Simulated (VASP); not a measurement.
# LiMg12 (a cell with a defect) in VASP: notebook

The runs below take LiMg12 (a cell with a defect) through molecular dynamics, single point, with PBEsol.

Program: VASP 6.6.1. These are calculated values, not measurements. Logs are shortened: lines on timing, memory, paths and dates and some standing lists are left out, and cuts for length are marked.

**1. Starting point**

The cell holds a defect, 13 atoms: a = 6.420 Å, b = 9.630 Å, c = 5.213 Å, α = 90.00°, β = 90.00°, γ = 120.00°.

The cell was built by a generator and needn't be a form met in nature.

**2. Molecular dynamics, PBEsol**

Input file INCAR:

```
SYSTEM = LiMg12
  PREC = Accurate
  ENCUT = 520
  EDIFF = 1E-5
  ISMEAR = -1
  SIGMA = 0.15
  LREAL = .False.
  LASPH = .True.
  NELM = 100
  ALGO = Fast
  ISIF = 2
  LWAVE = .False.
  LCHARG = .False.
  GGA = PS
  NBANDS = 26
  IBRION = 0
  NSW = 40
  POTIM = 1.0
  TEBEG = 1200.0
  TEEND = 1200.0
  ISYM = 0
  NELMIN = 4
  RANDOM_SEED = 849720 0 0
  MDALGO = 2
  SMASS = 0
```

Input file KPOINTS:

```
regular mesh
0
Gamma
  2 2 2
  0 0 0
```

Input file POSCAR:

```
LiMg12
1.0
    6.4200000000      0.0000000000      0.0000000000
   -4.8150000000      8.3398250000      0.0000000000
    0.0000000000      0.0000000000      5.2130400000
Mg Li
12 1
Direct
   -0.0325698300     -0.0457565200      0.1119944500
    0.2643710000      0.2762896300      0.3593006300
   -0.0216026000      0.3365151500     -0.0166963000
    0.1557986300      0.5364072900      0.5054616300
    0.0167874100      0.6600209800      0.0055098700
    0.1723923600      0.9036075700      0.5664003500
    0.5056798500     -0.0107423600      0.0155073700
    0.6847763500      0.2117869200      0.4633594400
    0.4910098800      0.3124016100     -0.1112805500
    0.7100656400      0.5757366200      0.4902961900
    0.4879049300      0.6340952000      0.0098079700
    0.5970049700      0.8468112600      0.5243050300
   -0.0230394900      0.1053114500      0.7039647000
```

Potentials or basis: VASP PAW PBE potentials, release 64 (Mg, Li_sv).

Started as:

```sh
$ cat potpaw_PBE.64/Mg/POTCAR potpaw_PBE.64/Li_sv/POTCAR > POTCAR
$ mpirun -np 1 vasp_std > vasp.out
```

OUTCAR:

```text
SYSTEM = LiMg12
   PREC = Accurate
   ENCUT = 520
   EDIFF = 1E-5
   ISMEAR = -1
   LREAL = .False.
   LASPH = .True.
   NELM = 100
   ISIF = 2
   GGA = PS
   IBRION = 0
   NSW = 40
   POTIM = 1.0
   TEBEG = 1200.0
   ISYM = 0
   NELMIN = 4

 ion  position               nearest neighbor table
   1  0.967  0.954  0.112-  13 2.56   6 2.87  12 2.98   2 3.00   5 3.06  11 3.13   7 3.19   6 3.27
                             7 3.34   9 3.60
   2  0.264  0.276  0.359-  13 2.51   9 2.78   3 2.93  10 2.95   1 3.00   4 3.01   9 3.06   8 3.11
                             8 3.49   6 3.50  11 3.51
   3  0.978  0.337  0.983-  13 2.66   2 2.93   8 3.00   5 3.00   4 3.00   9 3.06  11 3.09   8 3.17
                             4 3.20   7 3.21   9 3.45
   4  0.156  0.536  0.505-  12 2.92   3 3.00   2 3.01  10 3.07   8 3.08   5 3.17   5 3.17  11 3.18
                             3 3.20  11 3.22  10 3.39   6 3.50
   5  0.017  0.660  0.006-   3 3.00  10 3.05   1 3.06   6 3.07   7 3.16  11 3.16   4 3.17   4 3.17
                            10 3.19  11 3.28   9 3.42   6 3.56
   6  0.172  0.904  0.566-   1 2.87  13 2.88   7 3.00  12 3.04   5 3.07  10 3.09   8 3.19   1 3.27
                             7 3.43  12 3.46   4 3.50   2 3.50   5 3.56
   7  0.506  0.989  0.016-   8 2.98   6 3.00  12 3.10  13 3.11   5 3.16  12 3.17   1 3.19   3 3.21
                             9 3.23   1 3.34  11 3.36   8 3.43   6 3.43
   8  0.685  0.212  0.463-  13 2.84   9 2.93   7 2.98   3 3.00   4 3.08   2 3.11   3 3.17   6 3.19
                            12 3.28   7 3.43  10 3.43   2 3.49   9 3.56
   9  0.491  0.312  0.889-   2 2.78   8 2.93  10 3.03  13 3.04   2 3.06   3 3.06  11 3.17   7 3.23
                             5 3.42   3 3.45   8 3.56   1 3.60
  10  0.710  0.576  0.490-   2 2.95   9 3.03  12 3.04   5 3.05   4 3.07  11 3.07   6 3.09   5 3.19
                            11 3.24   4 3.39   8 3.43
  11  0.488  0.634  0.010-  10 3.07   3 3.09  12 3.11   1 3.13   5 3.16   9 3.17   4 3.18   4 3.22
                            12 3.23  10 3.24   5 3.28   7 3.36   2 3.51
  12  0.597  0.847  0.524-  13 2.64   4 2.92   1 2.98  10 3.04   6 3.04   7 3.10  11 3.11   7 3.17
                            11 3.23   8 3.28   6 3.46
  13  0.977  0.105  0.704-   2 2.51   1 2.56  12 2.64   3 2.66   8 2.84   6 2.88   9 3.04   7 3.11

IMPORTANT INFORMATION: All symmetrisations will be switched off!
NOSYMM: (Re-)initialisation of all symmetry stuff for point group C_1.

----------------------------------------------------------------------------------------

                                     Primitive cell

  volume of cell :     279.1149

  direct lattice vectors                    reciprocal lattice vectors
     6.420000000  0.000000000  0.000000000     0.155763240  0.089929945  0.000000000
    -4.815000000  8.339825000  0.000000000     0.000000000  0.119906593  0.000000000
     0.000000000  0.000000000  5.213040000     0.000000000  0.000000000  0.191826650

  length of vectors
     6.420000000  9.630000313  5.213040000     0.179859895  0.119906593  0.191826650

  position of ions in fractional coordinates (direct lattice)
     0.967430170  0.954243480  0.111994450
     0.264371000  0.276289630  0.359300630
     0.978397400  0.336515150  0.983303700
     0.155798630  0.536407290  0.505461630
     0.016787410  0.660020980  0.005509870
     0.172392360  0.903607570  0.566400350
     0.505679850  0.989257640  0.015507370
     0.684776350  0.211786920  0.463359440
     0.491009880  0.312401610  0.888719450
     0.710065640  0.575736620  0.490296190
     0.487904930  0.634095200  0.009807970
     0.597004970  0.846811260  0.524305030
     0.976960510  0.105311450  0.703964700

  ion indices of the primitive-cell ions
   primitive index   ion index
                 1           1
                 2           2
                 3           3
                 4           4
                 5           5
                 6           6
                 7           7
                 8           8
                 9           9
                10          10
                11          11
                12          12
                13          13

----------------------------------------------------------------------------------------

 KPOINTS: regular mesh

Automatic generation of k-mesh.
 Grid dimensions read from file:
 generate k-points for:    2    2    2

[... 28 lines left out ...]
   k-points           NKPTS =      8   k-points in BZ     NKDIM =      8   number of bands    NBANDS=     26
   number of dos      NEDOS =    301   number of ions     NIONS =     13
   total plane-waves  NPLWV = 138240
   dimension x,y,z NGX =    48 NGY =   72 NGZ =   40
   dimension x,y,z NGXF=    96 NGYF=  144 NGZF=   80
   ions per type =              12   1
   NGX,Y,Z   is equivalent  to a cutoff of  12.43, 12.43, 12.76 a.u.
   NGXF,Y,Z  is equivalent  to a cutoff of  24.86, 24.86, 25.51 a.u.
 SYSTEM =  LiMg12
   PREC   = accura    normal or accurate (medium, high low for compatibility)
   ISTART =      0    job   : 0-new  1-cont  2-samecut
   ICHARG =      2    charge: 1-file 2-atom 10-const
   ISPIN  =      1    spin polarized calculation?
   LNONCOLLINEAR =      F non collinear calculations
   LSORBIT =      F    spin-orbit coupling
   LASPH  =      T    aspherical Exc in radial PAW
   ENCUT  =  520.0 eV  38.22 Ry    6.18 a.u.  11.94 17.91  9.69*2*pi/ulx,y,z
   NELM   =    100;   NELMIN=  4; NELMDL= -5     # of ELM steps
   EDIFF  = 0.1E-04   stopping-criterion for ELM
   LREAL  =      F    real-space projection
   EDIFFG = 0.1E-03   stopping-criterion for IOM
   NSW    =     40    number of steps for IOM
   IBRION =      0    ionic relax: 0-MD 1-quasi-New 2-CG
   NFREE  =      0    steps in history (QN), initial steepest desc. (CG)
   ISIF   =      2    stress and relaxation
   ISYM   =      0    0-nonsym 1-usesym 2-fastsym
   POTIM  = 1.0000    time-step for ionic-motion
   TEBEG  = 1200.0;   TEEND  =1200.0 temperature during run
   PSTRESS=    0.0 pullay stress
   NELECT =      27.0000    total number of electrons
   NUPDOWN=      -1.0000    fix difference up-down
   EMIN   =  10.00;   EMAX   =-10.00  energy-range for DOS
   EFERMI =   0.00;   METHOD = LEGACY
   ISMEAR =    -1;   SIGMA  =   0.15  broadening in eV -4-tet -1-fermi 0-gaus
   EFERMI_NEDOS =   21; number of points for ismear=-14 and -15
   IALGO  =     68    algorithm
   IMIX   =      4    mixing-type and parameters
     AMIX     =   0.40;   BMIX     =  1.00
     AMIX_MAG =   1.60;   BMIX_MAG =  1.00
  volume/ion in A,a.u.               =      21.47       144.89
  Fermi-wavevector in a.u.,A,eV,Ry     =   0.751511  1.420149  7.684136  0.564768
  Thomas-Fermi vector in A             =   1.848508
   LORBIT       =      0    0 simple, 1 ext, 2 COOP (PROOUT), +10 PAW based schemes
   GGA     = PS    functional components
   LHFCALC =     F    Hartree Fock is set to
   AEXX    =    0.0000 exact exchange contribution
   IVDW    =     0    specifies the selected vdW correction
   LEPSILON=     F    determine dielectric tensor
   LRPA    =     F    only Hartree local field effects (RPA)
 molecular dynamics for ions
 non-spin polarized calculation
 RMM-DIIS sequential band-by-band and
  energy-cutoff  :      520.00
  volume of cell :      279.11
 maximum number of plane-waves:      7532
 NGX is ok and might be reduce to    48
   NGX = 23   NGY = 35   NGZ = 19

--------------------------------------- Ionic step        1  -------------------------------------------

 number of electron      27.0000001 magnetization

 Free energy of the ion-electron system (eV)
  ---------------------------------------------------
  ext. energy  EPLUGINS =         0.00000000
  ---------------------------------------------------
  free energy    TOTEN  =       -21.61264014 eV

  energy without entropy =      -21.29342636  energy(sigma->0) =      -21.45303325

------------------------ aborting loop because EDIFF is reached ----------------------------------------

  FORCE on cell =-STRESS in cart. coord.  units (eV):
  Direction    XX          YY          ZZ          XY          YZ          ZX
  --------------------------------------------------------------------------------------
  -------------------------------------------------------------------------------------
  Total       -0.2483042      2.4093738      9.7964020      1.2257832     -0.7794787      0.0287665
  in kB       -1.4253178     13.8303046     56.2333760      7.0362495     -4.4743692      0.1651258
  external PRESSURE =      22.8794543 kB  Pullay stress =       0.0000000 kB
[... 148 lines left out ...]
  ENERGY OF THE ELECTRON-ION-THERMOSTAT SYSTEM (eV)
  ---------------------------------------------------
% ion-electron   TOTEN  =       -21.601797  see above
  kinetic energy EKIN   =         1.850523
  kin. lattice  EKIN_LAT=         0.000000  (temperature 1193.02 K)
  nose potential ES     =        -0.000072
  nose kinetic   EPS    =         0.000000
  ---------------------------------------------------
  total energy   ETOTAL =       -19.751345 eV

[... ionic steps 4 to 37 ...]

--------------------------------------- Ionic step       38  -------------------------------------------

 number of electron      26.9999996 magnetization

------------------------ aborting loop because EDIFF is reached ----------------------------------------
[... 109 lines left out ...]
--------------------------------------- Ionic step       40  -------------------------------------------

 number of electron      26.9999998 magnetization

 Free energy of the ion-electron system (eV)
  ---------------------------------------------------
  ext. energy  EPLUGINS =         0.00000000
  ---------------------------------------------------
  free energy    TOTEN  =       -19.29633611 eV

  energy without entropy =      -18.99884526  energy(sigma->0) =      -19.14759068

 E-fermi :   2.5680     XC(G=0):  -8.5849

 val. band max:        2.3906530011   @ k =   0.5000   0.0000   0.0000
 cond. band min:       2.6117170951   @ k =   0.0000   0.5000   0.0000
 fundamental gap:      0.2210640940
 Fermi energy:         2.5679914141

 k-point     1 :       0.0000    0.0000    0.0000
  band No.  band energies     occupation
      1     -43.1182      2.00000
      2      -4.3504      2.00000
      3      -2.1980      2.00000
      4      -2.0479      2.00000
      5      -0.7244      2.00000
      6      -0.7160      2.00000
[... 213 lines left out ...]
     24       5.9833      0.00000
     25       6.1329      0.00000
 [bands above 25 left out]

------------------------ aborting loop because EDIFF is reached ----------------------------------------

  FORCE on cell =-STRESS in cart. coord.  units (eV):
  Direction    XX          YY          ZZ          XY          YZ          ZX
  --------------------------------------------------------------------------------------
  -------------------------------------------------------------------------------------
  Total        2.2080445     11.0592214     14.4597591      3.1387541     -1.3854097     -0.1775440
  in kB       12.6746325     63.4822209     83.0020117     18.0170988     -7.9525387     -1.0191391
  external PRESSURE =      53.0529550 kB  Pullay stress =       0.0000000 kB
[... 34 lines left out ...]
  ENERGY OF THE ELECTRON-ION-THERMOSTAT SYSTEM (eV)
  ---------------------------------------------------
% ion-electron   TOTEN  =       -19.296336  see above
  kinetic energy EKIN   =         2.618171
  kin. lattice  EKIN_LAT=         0.000000  (temperature 1687.91 K)
  nose potential ES     =        -3.119831
  nose kinetic   EPS    =         0.046859
  ---------------------------------------------------
  total energy   ETOTAL =       -19.751138 eV
```

Wall time 11 min (1 thread of Intel Xeon 6975P-C (Granite Rapids), shared host); peak memory 0.47 GiB.

Caveat: the k mesh is coarse (spacing up to 0.60 Å⁻¹), so the values aren't converged; the cutoff is under 1.25 times the usual one of these potentials, so pressure, stress and relaxed cells hold a basis-set (Pulay) error; the PAW data sets were made with another functional, which shifts forces and pressure a little.

[end of part 1 of 2]
